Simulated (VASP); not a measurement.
# What goes wrong when the modes of Te are computed with a bad input, part 3 of 3

Some phonon runs on Te get a fault in the input on purpose. Which of them show, and how? The starting structure is a measured crystal structure from the Crystallography Open Database.

VASP 6.6.1.

Results so far: reference E (2) 126.6 cm⁻¹; finite displacements, else as the reference E (2) 126.5 cm⁻¹; a structure that was not relaxed E (2) 141.5 cm⁻¹.

## 5. Modes with a k mesh far too coarse

Level of this step: LDA; plane waves and PAW (Te) (VASP).

A slip made on purpose: a k mesh far too coarse. Against step 2 the input has a 2×2×2 mesh (also changed: NELM and KPAR).

Contents of INCAR:

```
SYSTEM = Te
PREC = Accurate
ENCUT = 450
EDIFF = 1E-08
NELM = 60
ISMEAR = 0
SIGMA = 0.03
LREAL = .FALSE.
ALGO = Normal
GGA = CA
NBANDS = 15
LORBIT = 11
LWAVE = .FALSE.
LCHARG = .FALSE.
IBRION = 8
LEPSILON = .TRUE.
LPEAD = .TRUE.
ISIF = 2
```

Contents of POSCAR:

```
Te
1.0
    4.2762251308      0.0000000000      0.0000000000
   -2.1381125653      3.7033195955      0.0000000000
    0.0000000000      0.0000000000      5.9335485768
Te
3
Direct
    0.7126492623      0.7126492623      0.0000000000
    0.0000000000      0.2873507377      0.6666666667
    0.2873507377      0.0000000000      0.3333333333
```

Contents of KPOINTS:

```
Automatic mesh
0
Gamma
2 2 2
0 0 0
```

The projector-augmented-wave data sets are Te (LDA family, release 64).

Started as:

```console
$ mpirun -np 4 vasp_std
```

Log:

```text
[banner, memory and clock lines left out]
running    4 mpi-ranks, on    1 nodes
[...]
LDA part: xc-table for (Slater(with rela. corr.)+CA(PZ))
 , standard interpolation
|                                                                             |
|           W    W    AA    RRRRR   N    N  II  N    N   GGGG   !!!           |
|           W    W   A  A   R    R  NN   N  II  NN   N  G    G  !!!           |
|           W    W  A    A  R    R  N N  N  II  N N  N  G       !!!           |
|           W WW W  AAAAAA  RRRRR   N  N N  II  N  N N  G  GGG   !            |
|           WW  WW  A    A  R   R   N   NN  II  N   NN  G    G                |
|           W    W  A    A  R    R  N    N  II  N    N   GGGG   !!!           |
|                                                                             |
|     The number of bands has been changed from the values supplied in        |
|     The orbitals not found in the WAVECAR file will be initialized with     |
|     random numbers, which is usually adequate. For correlated               |
[...]
RMM:  10    -0.472028615990E-01   -0.51085E-08    0.74956E-08   460   0.649E-05    0.192E-05
 first order change of Fermi-energy  -0.45006E+00
 force on displaced ion       1 direction 1 :  -1.606  -1.011  -0.010
 Born effective charge ion    1 direction 1 :  -1.658   4.795   2.486
 Linear response progress:
  Degree of freedom:   2/  2
       N       E                     dE             d eps       ncg     rms          rms(c)
RMM:   1    -0.587894036364E-01   -0.58789E-01    0.41155E-02   594   0.986E-01
RMM:   2    -0.570336450923E-01    0.17558E-02   -0.28470E-03   411   0.270E-01    0.237E-01
RMM:   3    -0.569847605489E-01    0.48885E-04   -0.50550E-04   431   0.843E-02    0.158E-01
RMM:   4    -0.570539443053E-01   -0.69184E-04   -0.89964E-05   438   0.281E-02    0.698E-02
[...]
RMM:  14    -0.570890448073E-01   -0.11021E-07    0.25608E-08   301   0.286E-05    0.103E-06
RMM:  15    -0.570890250794E-01    0.19728E-07    0.12563E-08   295   0.286E-05    0.291E-07
RMM:  16    -0.570890322623E-01   -0.71828E-08    0.24319E-08   297   0.285E-05    0.182E-07
 first order change of Fermi-energy   0.25092E-05
 force on displaced ion       1 direction 3 :  -0.055   0.030  -0.054
 Born effective charge ion    1 direction 3 :   2.076   0.136   1.308
 Born effective charges drift removed
 Linear response finished
```

Elapsed: 27 s, on 4 MPI ranks of AMD EPYC 7R43, shared host; peak memory 0.43 GiB; 98 s of CPU time.

Parts of OUTCAR (step 5):

```text
  Total        3.4749176      3.4749176     -2.1935709      0.0000000      0.0000000      0.0000000
  in kB       59.2500664     59.2500664    -37.4021016      0.0000000      0.0000000      0.0000000
  external PRESSURE =      27.0326771 kB  Pullay stress =       0.0000000 kB

 POSITION                                       TOTAL-FORCE (eV/Angst)
 -----------------------------------------------------------------------------------
      1.52372      2.63917      0.00000         0.645292      1.117678      0.000000
     -0.61439      1.06415      3.95570         0.645292     -1.117678      0.000000
      1.22878      0.00000      1.97785        -1.290584      0.000000     -0.000000
 -----------------------------------------------------------------------------------
    total drift:                               -0.000000     -0.000000      0.000000

 MACROSCOPIC STATIC DIELECTRIC TENSOR (including local field effects in DFT)
 ------------------------------------------------------
          76.896126     0.000000     0.000000
           0.000000    76.896126     0.000000
           0.000000     0.000000   405.361779
 ------------------------------------------------------

 MACROSCOPIC STATIC DIELECTRIC TENSOR IONIC CONTRIBUTION
 ------------------------------------------------------
         353.855762     0.000000     0.000000
           0.000000   353.855762     0.000000
           0.000000     0.000000    38.505855
 ------------------------------------------------------

[... 1 part as in an earlier step ...]

[... 1 further part left out ...]
```

With a k mesh far too coarse the modes are A1 133.1, E (2) 62.0, A2 51.3, E (1) 13.4 cm⁻¹; the largest shift is -67.6 cm⁻¹, in E (1), from the reference.

## 6. Modes with low precision and real-space projectors

A slip made on purpose: low precision and real-space projectors. Against step 2 the input has PREC = Low, LREAL = Auto, IBRION = 6, NFREE = 2, POTIM = 0.015, no LEPSILON and no LPEAD (also changed: NELM and NSW).

Contents of INCAR:

```
SYSTEM = Te
PREC = Low
ENCUT = 450
EDIFF = 1E-08
NELM = 60
ISMEAR = 0
SIGMA = 0.03
LREAL = Auto
ALGO = Normal
GGA = CA
NBANDS = 15
LORBIT = 11
LWAVE = .FALSE.
LCHARG = .FALSE.
KPAR = 4
IBRION = 6
NFREE = 2
POTIM = 0.015
NSW = 1
ISIF = 2
```

POSCAR is that of step 5.

Contents of KPOINTS:

```
Automatic mesh
0
Gamma
8 8 6
0 0 0
```

Started as:

```console
$ mpirun -np 4 vasp_std
```

Log:

```text
[banner, memory and clock lines left out]
running    4 mpi-ranks, on    1 nodes
[...]
|                                                                             |
|               ----> ADVICE to this user running VASP <----                  |
|                                                                             |
|     You have a (more or less) 'small supercell' and for smaller cells       |
|     it is recommended to use the reciprocal-space projection scheme!        |
|     The real-space optimization is not efficient for small cells and it     |
|     is also less accurate ...                                               |
|     Therefore, set LREAL=.FALSE. in the INCAR file.                         |
|                                                                             |

 LDA part: xc-table for (Slater(with rela. corr.)+CA(PZ))
 , standard interpolation
 POSCAR, INCAR and KPOINTS ok, starting setup
[...]
entering main loop
       N       E                     dE             d eps       ncg     rms          rms(c)
DAV:   1     0.667391110460E+02    0.66739E+02   -0.59829E+03  1500   0.857E+02
DAV:   2    -0.708378286318E+01   -0.73823E+02   -0.70099E+02  2021   0.136E+02
DAV:   3    -0.113996991804E+02   -0.43159E+01   -0.42840E+01  1808   0.375E+01
DAV:   4    -0.114766458702E+02   -0.76947E-01   -0.76933E-01  2290   0.589E+00
[...]
DAV:  12    -0.114434302885E+02   -0.59322E-08   -0.25490E-07  1773   0.285E-03    0.157E-03
DAV:  13    -0.114434303223E+02   -0.33774E-07   -0.19878E-08  1520   0.878E-04    0.732E-04
DAV:  14    -0.114434303305E+02   -0.82558E-08   -0.68739E-09  1051   0.558E-04
   1 F= -.11443430E+02 E0= -.11443430E+02  d E =-.547510E-12
[... from here on, the cycles between the ionic steps are left out ...]
   2 F= -.11442278E+02 E0= -.11442278E+02  d E =-.772747E-12
   3 F= -.11441728E+02 E0= -.11441728E+02  d E =-.449048E-11
   4 F= -.11447209E+02 E0= -.11447209E+02  d E =-.314202E-11
   5 F= -.11447209E+02 E0= -.11447209E+02  d E =-.314142E-11
 Finite differences progress:
  Degree of freedom:   2/  2
  Displacement:        2/  2
  Total:               4/  4
```

Wall time 78 s (4 MPI ranks); peak memory 1.2 GiB.

From OUTCAR (step 6):

```text
  Total        1.4635362      1.1344942     -0.4173056     -0.3518862      0.4906690     -0.1064832
  in kB       24.9544384     19.3440151     -7.1153866     -5.9999345      8.3662910     -1.8156220
  external PRESSURE =      12.3943557 kB  Pullay stress =       0.0000000 kB

 POSITION                                       TOTAL-FORCE (eV/Angst)
 -----------------------------------------------------------------------------------
      1.52372      2.63917     -0.01500         0.209514      0.412291     -0.091331
     -0.61439      1.06415      3.95570         0.737842     -0.687787      1.081113
      1.22878      0.00000      1.97785        -0.947355      0.275495     -0.989782
 -----------------------------------------------------------------------------------
    total drift:                               -0.483354     -0.750173     -0.244030

  FREE ENERGIE OF THE ION-ELECTRON SYSTEM (eV)
  ---------------------------------------------------
  free  energy   TOTEN  =       -11.4472091164 eV

  energy  without entropy=      -11.4472091164  energy(sigma->0) =      -11.44720912

[... 2 parts as in an earlier step ...]

[... 1 further part left out ...]
[key lines of the parts left out:]
E-fermi :   6.9137
```

With low precision and real-space projectors the modes are E (2) -139.5, A2 -258.3, E (1) -272.5, A1 -278.7 cm⁻¹; A1, real with finite displacements, else as the reference, turns imaginary. Imaginary, given as negative numbers: E (2), A1, A2 and E (1).

## 7. Modes with perturbation theory asked for with a meta-GGA

A slip made on purpose: perturbation theory asked for with a meta-GGA. Against step 2 the input has METAGGA = R2SCAN, LASPH = .TRUE. and no GGA (also changed: NELM).

Contents of INCAR:

```
SYSTEM = Te
PREC = Accurate
ENCUT = 450
EDIFF = 1E-08
NELM = 60
ISMEAR = 0
SIGMA = 0.03
LREAL = .FALSE.
ALGO = Normal
NBANDS = 15
LORBIT = 11
LWAVE = .FALSE.
LCHARG = .FALSE.
KPAR = 4
IBRION = 8
LEPSILON = .TRUE.
LPEAD = .TRUE.
ISIF = 2
METAGGA = R2SCAN
LASPH = .TRUE.
```

POSCAR is that of step 6.

KPOINTS is that of step 6.

Started as:

```console
$ mpirun -np 4 vasp_std
```

Log:

```text
[banner, memory and clock lines left out]
running    4 mpi-ranks, on    1 nodes
[...]
|                                                                             |
|               ----> ADVICE to this user running VASP <----                  |
|                                                                             |
|     You enforced a specific xc type in the INCAR file but a different       |
|     [... a line on the potential file left out ...]
|     I HOPE YOU KNOW WHAT YOU ARE DOING!                                     |
|                                                                             |

 LDA part: xc-table for (None), standard interpolation
 POSCAR, INCAR and KPOINTS ok, starting setup
[...]
entering main loop
       N       E                     dE             d eps       ncg     rms          rms(c)
DAV:   1    -0.122758322650E+04   -0.12276E+04   -0.61795E+03  1500   0.885E+02
DAV:   2    -0.130343141895E+04   -0.75848E+02   -0.71998E+02  2021   0.140E+02
[...]
1 F= -.13047972E+04 E0= -.13047972E+04  d E =-.112345E-12
|                                                                             |
|     EEEEEEE  RRRRRR   RRRRRR   OOOOOOO  RRRRRR      ###     ###     ###     |
|     E        R     R  R     R  O     O  R     R     ###     ###     ###     |
|     E        R     R  R     R  O     O  R     R     ###     ###     ###     |
|     EEEEE    RRRRRR   RRRRRR   O     O  RRRRRR       #       #       #      |
|     E        R   R    R   R    O     O  R   R                               |
|     E        R    R   R    R   O     O  R    R      ###     ###     ###     |
|     EEEEEEE  R     R  R     R  OOOOOOO  R     R     ###     ###     ###     |
|                                                                             |
|     You have switched on METAGGA and linear-response routines. This         |
|     combination is currently not supported. If you have selected            |
|     LEPSILON=.TRUE., you can try using LCALCEPS=.TRUE. instead. In all      |
|     other cases, VASP will stop. SOOO sorry...                              |
|                                                                             |
|       ---->  I REFUSE TO CONTINUE WITH THIS SICK JOB ... BYE!!! <----       |
|                                                                             |

1
1
1
1
```

It took 73 s on 4 MPI ranks.

VASP stopped with this message: “You have switched on METAGGA and linear-response routines. This combination is currently not supported. If you have selected LEPSILON=.TRUE., you can try using LCALCEPS=.TRUE. instead”.

## 8. The runs compared

```tsv
run	ended	E (2)	A1	A2	E (1)	imaginary modes, each partner counted	method	core minutes
reference	converged	126.6	96.4	89.1	81.0	0	perturbation theory	26.3
finite displacements, else as the reference	converged	126.5	96.5	89.1	80.9	0	finite displacements	13.5
a structure that was not relaxed	converged	141.5	120.7	83.1	84.8	0	perturbation theory	25.8
a k mesh far too coarse	converged	62.0	133.1	51.3	13.4	0	perturbation theory	1.8
low precision and real-space projectors	converged	-139.5	-278.7	-258.3	-272.5	6	finite displacements	5.2
perturbation theory asked for with a meta-GGA	stopped by VASP	-	-	-	-	-	perturbation theory	4.87
```

Modes are in cm⁻¹, degenerate ones as one, matched between runs by symmetry and order. A number in brackets counts the listed modes of one symmetry from the lowest. The symmetry labels come from an automatic analysis and can be wrong where levels nearly coincide. Core minutes are wall time times ranks of the run shown, on a shared host.

## 9. Results

| Property | Result |
| --- | --- |
| E (2), reference | 126.6 cm⁻¹ |
| E (1), reference | 81.0 cm⁻¹ |
| E (2), finite displacements, else as the reference | 126.5 cm⁻¹ |
| E (1), finite displacements, else as the reference | 80.9 cm⁻¹ |
| E (2), a structure that was not relaxed | 141.5 cm⁻¹ |
| E (1), a structure that was not relaxed | 84.8 cm⁻¹ |
| E (2), a k mesh far too coarse | 62.0 cm⁻¹ |
| E (1), a k mesh far too coarse | 13.4 cm⁻¹ |
| E (2), low precision and real-space projectors | -139.5 cm⁻¹ |
| E (1), low precision and real-space projectors | -272.5 cm⁻¹ |
| run with perturbation theory asked for with a meta-GGA | stopped by VASP |

**Reading.** VASP stopped by itself in the run with perturbation theory asked for with a meta-GGA. Finished, but with signs in the output that stand out against the reference: a structure that was not relaxed, with modes off by up to +24 cm⁻¹, in A1 (signs: a pressure of -1.3 GPa on the undisplaced cell and forces of up to 0.23 eV/Å on the undisplaced atoms); a k mesh far too coarse, with modes off by up to -68 cm⁻¹, in E (1) (signs: a pressure of 2.7 GPa on the undisplaced cell, forces of up to 1.29 eV/Å on the undisplaced atoms and a translation at -5 cm⁻¹ instead of zero); low precision and real-space projectors, with A1 turned imaginary, like 3 more of the compared levels (signs: VASP's advice that real-space projection is less accurate, a pressure of 0.7 GPa on the undisplaced cell, forces of up to 0.84 eV/Å on the undisplaced atoms, a translation at 12 cm⁻¹ instead of zero and imaginary modes). Runs with finite displacements are held against the sound run of that kind. The dielectric constants and Born charges in the logs aren't compared here; at a small gap they can be far off, and in a run without a gap they mean nothing. Further runs on this material are not shown.

[Lines on the potential files, build, host, timing and source positions are cut from VASP's logs without a mark.]

[Logs are printed without paths, hosts, clocks, repeated set-up lines and the standing remarks that a program may print on its own settings, such as how far it seeks lower states.]

[Hosts, paths, dates, database ids (printed as entryN), source tags and the programs' standing remarks are cut or masked in the printed files.]
